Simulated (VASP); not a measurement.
# A VASP study of SiO2 (r2SCAN): structure first, properties next, part 3 of 3

Aim: relax SiO2, then compute properties on the relaxed cell. The start is a cell from a database of measured crystal structures.

VASP 6.6.1; r2SCAN; plane waves and PAW (Si, O).

So far, gap on the k-mesh (eV): step 2 (full relaxation (r2SCAN)) 6.59. The relaxed cell has a = 4.929, c = 5.423 Å (conventional setting).

### Step 5. Density of states (r2SCAN)

A density of states needs more k-points than a total energy; ISMEAR = -5 takes tetrahedra, and LORBIT projects the states on the PAW spheres. The mesh is finer than in the run before.

INCAR reads:

```
SYSTEM = SiO2
PREC = Accurate
ENCUT = 520
EDIFF = 1E-06
NELM = 100
ISMEAR = -5
SIGMA = 0.05
LREAL = .FALSE.
ALGO = Normal
METAGGA = R2SCAN
LASPH = .TRUE.
NBANDS = 46
LORBIT = 11
LWAVE = .FALSE.
LCHARG = .FALSE.
KPAR = 8
NEDOS = 2001
```

POSCAR reads:

```
SiO2
1.0
    4.9285098071      0.0000000000      0.0000000000
   -2.4642549036      4.2682146957      0.0000000000
    0.0000000000      0.0000000000      5.4234331177
Si O
3 6
Direct
    0.4694968830      0.0000000000      0.6666666667
    0.0000000000      0.4694968830      0.3333333333
    0.5305031170      0.5305031170      0.0000000000
    0.4134951400      0.2679121586      0.7855452566
    0.7320878414      0.1455829814      0.4522119233
    0.8544170186      0.5865048600      0.1188785899
    0.2679121586      0.4134951400      0.2144547434
    0.1455829814      0.7320878414      0.5477880767
    0.5865048600      0.8544170186      0.8811214101
```

KPOINTS reads:

```
Automatic mesh
0
Gamma
8 8 6
0 0 0
```

The projector-augmented-wave data sets are Si and O (PBE family, release 64).

Launch:

```console
$ mpirun -np 8 vasp_std
```

Output:

```text
[... set-up lines as in an earlier step ...]
 entering main loop
       N       E                     dE             d eps       ncg     rms          rms(c)
DAV:   1     0.198518935301E+03    0.19852E+03   -0.24550E+04  4616   0.985E+02
DAV:   2    -0.984829054873E+02   -0.29700E+03   -0.28637E+03  5540   0.249E+02
DAV:   3    -0.113026994272E+03   -0.14544E+02   -0.14447E+02  5634   0.530E+01
DAV:   4    -0.113137284248E+03   -0.11029E+00   -0.11026E+00  5332   0.514E+00
DAV:   5    -0.113138232493E+03   -0.94825E-03   -0.94823E-03  5594   0.456E-01    0.259E+01
DAV:   6    -0.889280314258E+02    0.24210E+02   -0.13164E+01  4948   0.170E+01    0.151E+01
DAV:   7    -0.893075513916E+02   -0.37952E+00   -0.24730E+00  5578   0.699E+00    0.524E+00
DAV:   8    -0.894044332078E+02   -0.96882E-01   -0.10174E-01  5112   0.209E+00    0.178E+00
DAV:   9    -0.894293039475E+02   -0.24871E-01   -0.58370E-02  5020   0.112E+00    0.496E-01
DAV:  10    -0.894302234093E+02   -0.91946E-03   -0.82080E-04  5546   0.153E-01    0.248E-01
DAV:  11    -0.894308369374E+02   -0.61353E-03   -0.60361E-04  4960   0.154E-01    0.385E-02
DAV:  12    -0.894308350734E+02    0.18640E-05   -0.16708E-05  5592   0.217E-02    0.289E-02
DAV:  13    -0.894308322064E+02    0.28670E-05   -0.38957E-06  5198   0.101E-02    0.481E-03
DAV:  14    -0.894308325655E+02   -0.35909E-06   -0.23860E-07  3954   0.246E-03
   1 F= -.89430833E+02 E0= -.89430833E+02  d E =0.000000E+00
```

Elapsed: 4.4 min, on 8 MPI ranks of AMD EPYC 7R43, shared host; peak memory 2.9 GiB.

OUTCAR, selected parts (step 5):

```text
   k-points           NKPTS =     50   k-points in BZ     NKDIM =     50   number of bands    NBANDS=     46

   NELECT =      48.0000    total number of electrons

 E-fermi :   0.5721

 k-point     2 :       0.1250    0.0000    0.0000
  band No.  band energies     occupation
    ...
     20      -0.4781      2.00000
     21      -0.4399      2.00000
     22      -0.1843      2.00000
     23       0.2956      2.00000
     24       0.3151      2.00000
     25       7.4033      0.00000
     26      10.6211      0.00000
     27      10.6710      0.00000
     28      11.1489      0.00000
     29      11.2148      0.00000
    ...

  Total       -0.0179526     -0.0179526     -0.0047566      0.0000000      0.0000000     -0.0000000
  in kB       -0.2521165     -0.2521165     -0.0667993      0.0000000      0.0000000     -0.0000000
  external PRESSURE =      -0.1903441 kB  Pullay stress =       0.0000000 kB

 POSITION                                       TOTAL-FORCE (eV/Angst)
 -----------------------------------------------------------------------------------
      2.31392      0.00000      3.61562        -0.001266      0.000000     -0.000000
     -1.15696      2.00391      1.80781         0.000633     -0.001096     -0.000000
      1.30729      2.26430      0.00000         0.000633      0.001096     -0.000000
      1.37771      1.14351      4.26035         0.003730      0.009211      0.004254
      3.24935      0.62138      2.45254        -0.009842     -0.001375      0.004254
      2.76571      2.50333      0.64473         0.006112     -0.007836      0.004254
      0.30145      1.76489      1.16308         0.006112      0.007836     -0.004254
     -1.08654      3.12471      2.97089         0.003730     -0.009211     -0.004254
      0.78509      3.64684      4.77870        -0.009842      0.001375     -0.004254
 -----------------------------------------------------------------------------------
    total drift:                               -0.000031     -0.000054      0.000000

  FREE ENERGIE OF THE ION-ELECTRON SYSTEM (eV)
  ---------------------------------------------------
  free  energy   TOTEN  =       -89.4308325655 eV

  energy  without entropy=      -89.4308325655  energy(sigma->0) =      -89.43083257

[... 9 parts as in an earlier step ...]

[... 7 further parts left out ...]
```

Numbers from this step:

```
irreducible k points  : 50
free energy (TOTEN)   : -89.4308 eV
Fermi energy          : 0.5721 eV
pressure              : -0.01903 GPa
valence top at k      : 0.375, 0.25, 0
least direct gap at k : 0, 0, 0
gap on the k-mesh     : 6.587 eV
```

The density of states has structure finer than the step of the table below, so its rows give means over 1 eV, whole bins alone (the curve runs from -12.0 to 11.8 eV). Peaks (eV: height): total -5.5: 15.8, -3.1: 11.8, -1.2: 11.9, -1.0: 11.5; O p -5.5: 9.38, -1.2: 8.08, -1.0: 7.91, -0.1: 7.94; Si p -5.5: 3.54, -4.9: 1.72, 10.3: 1.03, 11.4: 1.46; O s 10.1: 0.596, 10.3: 0.479, 10.8: 0.307, 11.0: 0.310; Si s -8.5: 2.13, -7.3: 1.08, 10.1: 0.515, 10.3: 0.454.

States under -12.0 eV and over 11.8 eV are left out. The density of states by energy, zero at the valence-band top; means over each step; values in states/eV/cell:

```csv
energy (eV),total,O p,Si p,O s,Si s
-10,0,0,0,0,0
-9,1.05,0.496,0.0388,0.0203,0.341
-8,1.40,0.682,0.0892,0.0378,0.385
-7,1.81,0.943,0.210,0.0562,0.327
-6,2.45,1.39,0.464,0.0349,0.145
-5,5.34,3.25,1.15,0.0145,0.0199
-4,3.8e-4,0,0,0,0
-3,5.81,3.24,0.187,0.117,0.0358
-2,6.94,4.39,0.125,0.0651,0.0188
-1,7.58,5.20,0.0803,0.0464,0.0251
0,3.78,2.78,0.0182,0.0117,0.00778
1,0,0,0,0,0
2,0,0,0,0,0
3,0,0,0,0,0
4,0,0,0,0,0
5,0,0,0,0,0
6,0,0,0,0,0
7,0.168,0.00953,8.2e-4,0.0319,0.0136
8,0.554,0.0577,0.00910,0.0916,0.0412
9,1.21,0.157,0.0482,0.174,0.105
10,4.36,0.434,0.516,0.314,0.270
11,5.44,0.713,0.681,0.210,0.190
```

The gap on this mesh is 6.59 eV. In the top eV of the valence band the largest shares in the PAW spheres are O p 72 %. The rest lies in smaller channels or between the spheres.

### Step 6. Independent-particle dielectric function (r2SCAN)

LOPTICS sums transitions from filled to empty bands. NBANDS is raised for it.

INCAR reads:

```
SYSTEM = SiO2
PREC = Accurate
ENCUT = 520
EDIFF = 1E-06
NELM = 100
ISMEAR = 0
SIGMA = 0.05
LREAL = .FALSE.
ALGO = Normal
METAGGA = R2SCAN
LASPH = .TRUE.
NBANDS = 96
LORBIT = 11
LWAVE = .FALSE.
LCHARG = .FALSE.
KPAR = 8
LOPTICS = .TRUE.
NEDOS = 1500
CSHIFT = 0.1
```

POSCAR is that of step 5.

KPOINTS reads:

```
Automatic mesh
0
Gamma
7 7 6
0 0 0
```

Launch:

```console
$ mpirun -np 8 vasp_std
```

Output:

```text
[... set-up lines as in an earlier step ...]
 entering main loop
       N       E                     dE             d eps       ncg     rms          rms(c)
DAV:   1     0.196004296427E+03    0.19600E+03   -0.20566E+04  7696   0.473E+02
DAV:   2    -0.102709563610E+03   -0.29871E+03   -0.28516E+03  9128   0.160E+02
DAV:   3    -0.113080424202E+03   -0.10371E+02   -0.10262E+02  9240   0.250E+01
DAV:   4    -0.113137870917E+03   -0.57447E-01   -0.57438E-01  9112   0.194E+00
DAV:   5    -0.113138238324E+03   -0.36741E-03   -0.36740E-03  8976   0.145E-01    0.259E+01
DAV:   6    -0.889097185673E+02    0.24229E+02   -0.36167E+00  8512   0.817E+00    0.147E+01
DAV:   7    -0.893253603631E+02   -0.41564E+00   -0.18235E+00  8936   0.391E+00    0.531E+00
DAV:   8    -0.894092547753E+02   -0.83894E-01   -0.63043E-02  8592   0.110E+00    0.181E+00
DAV:   9    -0.894293024434E+02   -0.20048E-01   -0.26003E-02  8320   0.581E-01    0.513E-01
DAV:  10    -0.894301847528E+02   -0.88231E-03   -0.15415E-03  9408   0.110E-01    0.228E-01
DAV:  11    -0.894308323027E+02   -0.64755E-03   -0.64165E-04  8568   0.877E-02    0.439E-02
DAV:  12    -0.894308339651E+02   -0.16624E-05   -0.19461E-05  8880   0.130E-02    0.299E-02
DAV:  13    -0.894308309761E+02    0.29890E-05   -0.26421E-06  8864   0.556E-03    0.449E-03
DAV:  14    -0.894308310112E+02   -0.35134E-07   -0.15055E-07  6352   0.112E-03
   1 F= -.89430831E+02 E0= -.89430831E+02  d E =-.147207E-13
 optical routines
 imaginary and real dielectric function
 direction            1
 direction            2
 direction            3
```

It took 6.4 min on 8 MPI ranks; peak memory 5 GiB.

OUTCAR, selected parts (step 6):

```text
   k-points           NKPTS =     40   k-points in BZ     NKDIM =     40   number of bands    NBANDS=     96

   NELECT =      48.0000    total number of electrons

 E-fermi :   0.8116

 k-point     2 :       0.1429    0.0000    0.0000
  band No.  band energies     occupation
    ...
     20      -0.4867      2.00000
     21      -0.4391      2.00000
     22      -0.1996      2.00000
     23       0.3026      2.00000
     24       0.3290      2.00000
     25       7.4760      0.00000
     26      10.6213      0.00000
     27      10.6822      0.00000
     28      11.1564      0.00000
     29      11.2376      0.00000
    ...

  Total       -0.0174756     -0.0174756     -0.0045423      0.0000000     -0.0000000     -0.0000000
  in kB       -0.2454183     -0.2454183     -0.0637897      0.0000000     -0.0000000     -0.0000000
  external PRESSURE =      -0.1848754 kB  Pullay stress =       0.0000000 kB

 POSITION                                       TOTAL-FORCE (eV/Angst)
 -----------------------------------------------------------------------------------
      2.31392      0.00000      3.61562        -0.001248     -0.000000      0.000000
     -1.15696      2.00391      1.80781         0.000624     -0.001081     -0.000000
      1.30729      2.26430      0.00000         0.000624      0.001081      0.000000
      1.37771      1.14351      4.26035         0.003871      0.009201      0.004329
      3.24935      0.62138      2.45254        -0.009904     -0.001248      0.004329
      2.76571      2.50333      0.64473         0.006033     -0.007953      0.004329
      0.30145      1.76489      1.16308         0.006033      0.007953     -0.004329
     -1.08654      3.12471      2.97089         0.003871     -0.009201     -0.004329
      0.78509      3.64684      4.77870        -0.009904      0.001248     -0.004329
 -----------------------------------------------------------------------------------
    total drift:                               -0.000031     -0.000054      0.000000

  FREE ENERGIE OF THE ION-ELECTRON SYSTEM (eV)
  ---------------------------------------------------
  free  energy   TOTEN  =       -89.4308310112 eV

  energy  without entropy=      -89.4308310112  energy(sigma->0) =      -89.43083101

 plasma frequency squared (from intraband transitions) (eV^2)
  --------------------------------------------------------------------------------------
       0.000      -0.000      -0.000
      -0.000       0.000      -0.000
       0.000      -0.000       0.000

[... 9 parts as in an earlier step ...]

[... 7 further parts left out ...]
```

These are independent-particle spectra without excitons or local fields, and fine structure depends on the mesh and on CSHIFT.

This step gave:

- bands: 96
- irreducible k points: 40
- Fermi energy: 0.8116 eV
- pressure: -0.01849 GPa
- valence top at k: 0.2857, 0.2857, 0
- gap on the k-mesh: 6.590 eV

The imaginary dielectric function has structure finer than the step of the table below, so its rows give means over 1 eV, whole bins alone (the curve runs from 0 to 25.0 eV). Peaks (eV: height): xx 11.1: 3.28, 15.5: 2.50; zz 10.6: 3.02, 11.7: 2.62, 12.6: 2.69, 16.8: 3.29.

Table of imaginary dielectric function by photon energy; means over each step:

```csv
photon energy (eV),xx,zz
1,0.00149,0.00152
2,0.00312,0.00317
3,0.00504,0.00513
4,0.00757,0.00772
5,0.0112,0.0115
6,0.0174,0.0178
7,0.0331,0.0329
8,0.197,0.216
9,0.747,0.791
10,1.61,2.02
11,2.93,2.55
12,2.51,2.38
13,2.28,2.28
14,2.08,2.06
15,2.21,2.07
16,2.38,2.47
17,2.22,2.69
18,2.03,1.95
19,1.81,1.65
20,1.37,1.49
21,1.15,1.39
22,1.02,0.932
23,0.791,0.709
24,0.662,0.644
```

Table of real dielectric function by photon energy:

```csv
photon energy (eV),xx,zz
0.0,2.37,2.38
0.5,2.37,2.38
1.0,2.38,2.39
1.5,2.39,2.40
2.0,2.40,2.41
2.5,2.42,2.43
3.0,2.44,2.45
3.5,2.47,2.48
4.0,2.50,2.52
4.5,2.54,2.56
5.0,2.60,2.61
5.5,2.66,2.67
6.0,2.73,2.75
6.5,2.83,2.85
7.0,2.96,2.98
7.5,3.14,3.17
8.0,3.42,3.48
8.5,3.67,3.62
9.0,3.76,3.93
9.5,3.84,3.96
10.0,4.17,4.40
10.5,3.90,3.34
11.0,3.22,2.38
11.5,2.27,2.57
12.0,1.85,2.06
12.5,1.92,2.22
13.0,1.83,1.71
13.5,1.61,1.84
14.0,1.62,1.34
14.5,1.65,1.70
15.0,1.70,1.83
15.5,1.40,1.56
16.0,1.27,1.68
16.5,0.870,1.41
17.0,0.799,0.0407
17.5,0.631,0.364
18.0,0.583,0.380
18.5,0.360,0.291
19.0,0.274,0.268
19.5,0.0243,0.296
20.0,0.0467,0.206
20.5,0.106,0.177
21.0,0.222,0.139
21.5,0.214,-0.104
22.0,0.0882,-0.163
22.5,0.123,0.0620
23.0,0.221,0.157
23.5,0.223,0.235
24.0,0.274,0.221
24.5,0.308,0.280
```

The mean of ε2 over directions passes 5 % of its top at 8.01 eV, against a least direct gap of 6.89 eV on this mesh, so the first direct transitions are weak, forbidden or few. The indirect gap (6.58 eV in the band run) doesn't show, since phonons are left out.

### Step 7. Optical spectrum (r2SCAN)

LOPTICS sums transitions from filled to empty bands. The mesh is finer than in the run before.

INCAR is that of step 6.

POSCAR is that of step 6.

KPOINTS reads:

```
Automatic mesh
0
Gamma
8 8 6
0 0 0
```

Launch:

```console
$ mpirun -np 8 vasp_std
```

Output:

```text
[... set-up lines as in an earlier step ...]
 entering main loop
       N       E                     dE             d eps       ncg     rms          rms(c)
DAV:   1     0.196209466033E+03    0.19621E+03   -0.20614E+04  9608   0.473E+02
DAV:   2    -0.102687128455E+03   -0.29890E+03   -0.28536E+03 11432   0.161E+02
DAV:   3    -0.113080439790E+03   -0.10393E+02   -0.10284E+02 11536   0.250E+01
DAV:   4    -0.113137874635E+03   -0.57435E-01   -0.57427E-01 11392   0.194E+00
DAV:   5    -0.113138240882E+03   -0.36625E-03   -0.36624E-03 11224   0.146E-01    0.259E+01
DAV:   6    -0.889097540240E+02    0.24228E+02   -0.36198E+00 10640   0.817E+00    0.147E+01
DAV:   7    -0.893253390343E+02   -0.41559E+00   -0.18235E+00 11144   0.391E+00    0.531E+00
DAV:   8    -0.894092382369E+02   -0.83899E-01   -0.63147E-02 10704   0.110E+00    0.181E+00
DAV:   9    -0.894293043453E+02   -0.20066E-01   -0.26021E-02 10408   0.581E-01    0.513E-01
DAV:  10    -0.894301866865E+02   -0.88234E-03   -0.15404E-03 11736   0.110E-01    0.228E-01
DAV:  11    -0.894308339961E+02   -0.64731E-03   -0.64069E-04 10736   0.876E-02    0.439E-02
DAV:  12    -0.894308355919E+02   -0.15958E-05   -0.19409E-05 11104   0.130E-02    0.299E-02
DAV:  13    -0.894308326098E+02    0.29822E-05   -0.26442E-06 11104   0.556E-03    0.447E-03
DAV:  14    -0.894308326485E+02   -0.38724E-07   -0.15045E-07  7920   0.112E-03
   1 F= -.89430833E+02 E0= -.89430833E+02  d E =-.133735E-11
 optical routines
 imaginary and real dielectric function
 direction            1
 direction            2
 direction            3
```

Run time: 6.4 min. Hardware: 8 MPI ranks; peak memory 5.8 GiB.

Parts of OUTCAR (step 7):

```text
   k-points           NKPTS =     50   k-points in BZ     NKDIM =     50   number of bands    NBANDS=     96

   NELECT =      48.0000    total number of electrons

 E-fermi :   0.7889

 k-point     2 :       0.1250    0.0000    0.0000
  band No.  band energies     occupation
    ...
     20      -0.4781      2.00000
     21      -0.4399      2.00000
     22      -0.1843      2.00000
     23       0.2956      2.00000
     24       0.3151      2.00000
     25       7.4032      0.00000
     26      10.6210      0.00000
     27      10.6710      0.00000
     28      11.1489      0.00000
     29      11.2148      0.00000
    ...

  Total       -0.0174979     -0.0174979     -0.0042745      0.0000000     -0.0000000     -0.0000000
  in kB       -0.2457314     -0.2457314     -0.0600284      0.0000000     -0.0000000     -0.0000000
  external PRESSURE =      -0.1838304 kB  Pullay stress =       0.0000000 kB

 POSITION                                       TOTAL-FORCE (eV/Angst)
 -----------------------------------------------------------------------------------
      2.31392      0.00000      3.61562        -0.001247     -0.000000     -0.000000
     -1.15696      2.00391      1.80781         0.000623     -0.001080      0.000000
      1.30729      2.26430      0.00000         0.000623      0.001080      0.000000
      1.37771      1.14351      4.26035         0.003870      0.009198      0.004335
      3.24935      0.62138      2.45254        -0.009900     -0.001247      0.004335
      2.76571      2.50333      0.64473         0.006030     -0.007950      0.004335
      0.30145      1.76489      1.16308         0.006030      0.007950     -0.004335
     -1.08654      3.12471      2.97089         0.003870     -0.009198     -0.004335
      0.78509      3.64684      4.77870        -0.009900      0.001247     -0.004335
 -----------------------------------------------------------------------------------
    total drift:                               -0.000031     -0.000054      0.000000

  FREE ENERGIE OF THE ION-ELECTRON SYSTEM (eV)
  ---------------------------------------------------
  free  energy   TOTEN  =       -89.4308326485 eV

  energy  without entropy=      -89.4308326485  energy(sigma->0) =      -89.43083265

 plasma frequency squared (from intraband transitions) (eV^2)
  --------------------------------------------------------------------------------------
       0.000      -0.000      -0.000
      -0.000       0.000       0.000
       0.000       0.000       0.000

[... 12 parts as in an earlier step ...]

[... 4 further parts left out ...]
```

Numbers from this step:

```yaml
irreducible_k_points: 50
fermi_energy: 0.7889 eV
pressure: -0.01838 GPa
valence_top_at_k: 0.375, 0.25, 0
gap_on_the_k_mesh: 6.587 eV
```

The imaginary dielectric function has structure finer than the step of the table below, so its rows give means over 1 eV, whole bins alone (the curve runs from 0 to 25.0 eV). Peaks (eV: height): xx 11.1: 3.22, 15.5: 2.56; zz 10.4: 2.95, 11.8: 2.72, 12.6: 2.70, 16.7: 3.32.

The imaginary dielectric function by photon energy; means over each step:

```csv
photon energy (eV),xx,zz
1,0.00149,0.00152
2,0.00312,0.00317
3,0.00503,0.00513
4,0.00756,0.00772
5,0.0112,0.0115
6,0.0174,0.0178
7,0.0330,0.0329
8,0.203,0.212
9,0.735,0.774
10,1.61,2.05
11,2.94,2.54
12,2.51,2.38
13,2.28,2.29
14,2.08,2.06
15,2.21,2.07
16,2.38,2.46
17,2.23,2.69
18,2.02,1.95
19,1.80,1.65
20,1.38,1.49
21,1.14,1.39
22,1.02,0.929
23,0.796,0.713
24,0.659,0.642
```

The real dielectric function by photon energy:

```csv
photon energy (eV),xx,zz
0,2.37,2.38
1,2.38,2.39
2,2.40,2.41
3,2.44,2.45
4,2.50,2.52
5,2.60,2.61
6,2.73,2.75
7,2.96,2.98
8,3.43,3.49
9,3.79,3.77
10,4.20,4.36
11,3.21,2.32
12,1.75,2.02
13,1.88,1.72
14,1.62,1.35
15,1.69,1.82
16,1.28,1.71
17,0.819,0.0151
18,0.535,0.324
19,0.224,0.239
20,0.0424,0.179
21,0.214,0.0834
22,0.0726,-0.162
23,0.215,0.163
24,0.268,0.232
```

The mean of ε2 over directions passes 5 % of its top at 8.00 eV, against a least direct gap of 6.89 eV on this mesh, so the first direct transitions are weak, forbidden or few. The indirect gap (6.58 eV in the band run) doesn't show, since phonons are left out.

### Step 8. What came out

| Item | Value |
| --- | --- |
| relaxed volume | 12.68 Å³/atom |
| relaxed conventional cell a, b, c | 4.929, 4.929, 5.423 Å; angles 90.0, 90.0, 120.0° |
| space group after relaxing, within 0.02 Å | P3_221 (No. 154) |
| band gap | 6.58 eV, indirect (least direct gap of that run 6.87 eV) |
| gap among the points of the DOS mesh alone, an upper bound | 6.59 eV |
| strongest peak of ε2, mean over directions | 11.1 eV |
| ε1 at zero frequency, no local fields, mean | 2.37 |

In words: With r2SCAN, SiO2 relaxes to 12.68 Å³/atom in space group P3_221 (held by the symmetry of the run) and has an indirect gap of 6.58 eV. Against the listed cell the volume lies +0.8 % (a +0.2 %, c +0.3 %). Bands along the symmetry lines (r2SCAN): On this path the gap is indirect, 6.58 eV, with the valence top at K and the conduction bottom at Γ. The least direct gap is 6.87 eV. Semilocal functionals usually underestimate gaps. No search among competing phases was made, and a listed structure need not be the one stable at ambient conditions. All values are for a static lattice at zero temperature.

[Lines on the potential files, build, host, timing and source positions are cut from VASP's logs without a mark.]

[Logs are printed without paths, hosts, clocks, repeated set-up lines and the standing remarks that a program may print on its own settings, such as how far it seeks lower states.]

[Hosts, paths, dates, database ids (printed as entryN), source tags and the programs' standing remarks are cut or masked in the printed files.]

[A measured line is paired with the nearest computed mode of its activity, which favours agreement.]
